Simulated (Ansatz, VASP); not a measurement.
# PbSe (Clausthalite): VASP beside Ansatz, part 3 of 3

Aim: how closely do two programs agree when they are given the same cell, functional and k mesh? The cell is taken from a series of runs on this material, whose earlier steps may have relaxed, scaled, displaced or heated it; both programs get it as it stands.

VASP 6.6.1 and Ansatz 0.2.0.

So far: Set-up; Ansatz: zone-centre phonons, PBE; VASP: zone-centre phonons, PBE.

### Step 3. VASP: zone-centre phonons, PBE (continued)

Level of this step: PBE; plane waves and PAW (Se, Pb_d) (VASP).

Numbers of over 12 decimals in the logs are rounded to 6 here.

OUTCAR, selected parts (step 3):

```text
ion  position               nearest neighbor table
   1  0.500  0.500  0.500-   2 3.15   2 3.15   2 3.15   2 3.15   2 3.15   2 3.15
   2  0.000  0.000  0.000-   1 3.15   1 3.15   1 3.15   1 3.15   1 3.15   1 3.15

  LATTYP: Found a face centered cubic cell.
 ALAT       =     6.2996202114

 Subroutine GETGRP returns: Found 48 space group operations
 (whereof 48 operations were pure point group operations)

The static configuration has the point symmetry O_h .

 Found    145 irreducible k-points:

   k-points           NKPTS =    145   k-points in BZ     NKDIM =    145   number of bands    NBANDS=     16

   dimension x,y,z NGX =    32 NGY =   32 NGZ =   32
   dimension x,y,z NGXF=    64 NGYF=   64 NGZF=   64

   ENCUT  =  500.0 eV  36.75 Ry    6.06 a.u.   8.12  8.12  8.12*2*pi/ulx,y,z

   NELECT =      20.0000    total number of electrons

 k-points in reciprocal lattice and weights: Automatic mesh
   0.00000000  0.00000000  0.00000000       0.000
   0.06250000  0.00000000  0.00000000       0.002
   0.12500000  0.00000000  0.00000000       0.002
   0.18750000  0.00000000  0.00000000       0.002
   0.25000000  0.00000000  0.00000000       0.002
   0.31250000  0.00000000  0.00000000       0.002
   0.37500000  0.00000000  0.00000000       0.002
   0.43750000  0.00000000  0.00000000       0.002
   0.50000000  0.00000000  0.00000000       0.001
[...]
-0.31250000  0.50000000  0.18750000       0.003
  -0.25000000  0.50000000  0.25000000       0.001

 average (electrostatic) potential at core
       1 -53.5758       2 -93.2477

  Total       -0.6585410     -0.6585410     -0.6585410     -0.0000000     -0.0000000     -0.0000000
  in kB      -16.8814723    -16.8814723    -16.8814723     -0.0000000     -0.0000000     -0.0000000
  external PRESSURE =     -16.8814723 kB  Pullay stress =       0.0000000 kB

  energy-cutoff  :      500.00
  volume of cell :       62.50
      direct lattice vectors                 reciprocal lattice vectors
     0.000000000  3.149810106  3.149810106    -0.158739728  0.158739728  0.158739728
     3.149810106  0.000000000  3.149810106     0.158739728 -0.158739728  0.158739728
     3.149810106  3.149810106  0.000000000     0.158739728  0.158739728 -0.158739728

 POSITION                                       TOTAL-FORCE (eV/Angst)
 -----------------------------------------------------------------------------------
      3.14981      3.14981      3.14981         0.000000     -0.000000      0.000000
      0.00000      0.00000      0.00000        -0.000000      0.000000     -0.000000
 -----------------------------------------------------------------------------------
    total drift:                                0.000000     -0.000000     -0.000000

 MACROSCOPIC STATIC DIELECTRIC TENSOR (including local field effects in DFT)
 ------------------------------------------------------
          18.980350     0.000000    -0.000000
           0.000000    18.980350    -0.000000
           0.000000     0.000000    18.980350
 ------------------------------------------------------

 PIEZOELECTRIC TENSOR (including local field effects)  for field in x, y, z        (C/m^2)
          XX          YY          ZZ          XY          YZ          ZX
  --------------------------------------------------------------------------------
  x     0.00000     0.00000     0.00000     0.00000     0.00000     0.00000
  y     0.00000     0.00000     0.00000     0.00000     0.00000     0.00000
  z     0.00000     0.00000     0.00000     0.00000     0.00000     0.00000

 BORN EFFECTIVE CHARGES (including local field effects) (in |e|, cummulative output)
 ---------------------------------------------------------------------------------
 ion    1
    1    -4.79566     0.00000     0.00000
    2     0.00000    -4.79566     0.00000
    3     0.00000     0.00000    -4.79566
 ion    2
    1     4.79566     0.00000     0.00000
    2     0.00000     4.79566     0.00000
    3     0.00000     0.00000     4.79566

 Eigenvectors and eigenvalues of the dynamical matrix
 ----------------------------------------------------

   1 f  =    0.019223 THz     0.120784 2PiTHz    0.641222 cm-1     0.079501 meV
             X         Y         Z           dx          dy          dz
      3.149810  3.149810  3.149810     0.000000   -0.503896    0.000000
      0.000000  0.000000  0.000000     0.000000   -0.863764    0.000000

   2 f  =    0.019223 THz     0.120784 2PiTHz    0.641222 cm-1     0.079501 meV
             X         Y         Z           dx          dy          dz
      3.149810  3.149810  3.149810    -0.503896    0.000000    0.000000
      0.000000  0.000000  0.000000    -0.863764    0.000000    0.000000

   3 f  =    0.019223 THz     0.120784 2PiTHz    0.641222 cm-1     0.079501 meV
             X         Y         Z           dx          dy          dz
      3.149810  3.149810  3.149810     0.000000    0.000000   -0.503896
      0.000000  0.000000  0.000000     0.000000    0.000000   -0.863764

   4 f/i=    0.770240 THz     4.839558 2PiTHz   25.692424 cm-1     3.185453 meV
             X         Y         Z           dx          dy          dz
      3.149810  3.149810  3.149810     0.000000    0.863764    0.000000
      0.000000  0.000000  0.000000     0.000000   -0.503896    0.000000

   5 f/i=    0.770240 THz     4.839558 2PiTHz   25.692424 cm-1     3.185453 meV
             X         Y         Z           dx          dy          dz
      3.149810  3.149810  3.149810     0.000000    0.000000   -0.863764
      0.000000  0.000000  0.000000     0.000000    0.000000    0.503896

   6 f/i=    0.770240 THz     4.839558 2PiTHz   25.692424 cm-1     3.185453 meV
             X         Y         Z           dx          dy          dz
      3.149810  3.149810  3.149810    -0.863764    0.000000    0.000000
      0.000000  0.000000  0.000000     0.503896    0.000000    0.000000

 MACROSCOPIC STATIC DIELECTRIC TENSOR IONIC CONTRIBUTION
 ------------------------------------------------------
           0.000000     0.000000     0.000000
           0.000000     0.000000     0.000000
           0.000000     0.000000     0.000000
 ------------------------------------------------------

 ELASTIC MODULI CONTR FROM IONIC RELAXATION (kBar)
 Direction    XX          YY          ZZ          XY          YZ          ZX
 --------------------------------------------------------------------------------
 XX           0.0000      0.0000      0.0000      0.0000      0.0000      0.0000
 YY           0.0000      0.0000      0.0000      0.0000      0.0000      0.0000
 ZZ           0.0000      0.0000      0.0000      0.0000      0.0000      0.0000
 XY           0.0000      0.0000      0.0000      0.0000      0.0000      0.0000
 YZ           0.0000      0.0000      0.0000      0.0000      0.0000      0.0000
 ZX           0.0000      0.0000      0.0000      0.0000      0.0000      0.0000
 --------------------------------------------------------------------------------

 PIEZOELECTRIC TENSOR IONIC CONTR  for field in x, y, z        (C/m^2)
          XX          YY          ZZ          XY          YZ          ZX
  --------------------------------------------------------------------------------
  x     0.00000     0.00000     0.00000     0.00000     0.00000     0.00000
  y     0.00000     0.00000     0.00000     0.00000     0.00000     0.00000
  z     0.00000     0.00000     0.00000     0.00000     0.00000     0.00000
```

The gap is read on the k-mesh alone, so it is an upper bound where the band edges lie off the mesh. Energies printed during the response cycles are not total energies of the cell. With a direct gap this small, the dielectric response converges slowly with the mesh, so tensor and charges are uncertain; a mesh that holds the point of the least gap tends to give too large a tensor. With imaginary modes the cell is no minimum, so the ionic parts of its dielectric, piezoelectric and elastic tensors have no meaning.

### Step 4. Comparison

Known differences besides the potentials themselves: fixed occupations in Ansatz, narrow Gaussian smearing in VASP; VASP's response is taken on the typed mesh, Ansatz refines its own for the field response alone; the data sets hold 30 valence electrons in Ansatz (on its PAW soft_1 files) and 20 in VASP; the cutoff is 420 eV in Ansatz and 500 eV in VASP. Total energies have different zeros and are not compared.

The two programs side by side:

```
                                                   quantity  Ansatz   VASP  difference
                                                      ε∞ xx   18.92  18.98     -0.32 %
                                                      ε∞ yy   18.92  18.98     -0.32 %
                                                      ε∞ zz   18.92  18.98     -0.32 %
              Born charge of Se1 (mean of the diagonal) (e)   -4.80  -4.80       -0.01
              Born charge of Pb2 (mean of the diagonal) (e)    4.80   4.80       +0.01
optical mode 1 to 3 (imaginary, printed as negative) (cm⁻¹)   -26.9  -25.7        -1.2
```

Modes are paired by rising frequency, not by their patterns, so a pair may set unlike modes beside each other; they are those without the splitting of longitudinal modes.

### Step 5. What came out

* r.m.s. difference of the optical zone-centre modes, each program's sorted by frequency (zone-centre phonons, PBE): 1.2 cm⁻¹

In words: The r.m.s. difference of the optical zone-centre modes, each program's sorted by frequency is 1.2 cm⁻¹ (zone-centre phonons, PBE). The data sets hold unlike numbers of valence electrons (30 in Ansatz and 20 in VASP), so part of the differences comes from the potentials. How closely two codes agree says nothing of how well the functional describes the real material.

[Lines on the potential files, build, host, timing and source positions are cut from VASP's logs without a mark.]

[Logs are printed without paths, hosts, clocks, repeated set-up lines and the standing remarks that a program may print on its own settings, such as how far it seeks lower states.]

[Hosts, paths, dates, database ids (printed as entryN), source tags and the programs' standing remarks are cut or masked in the printed files.]
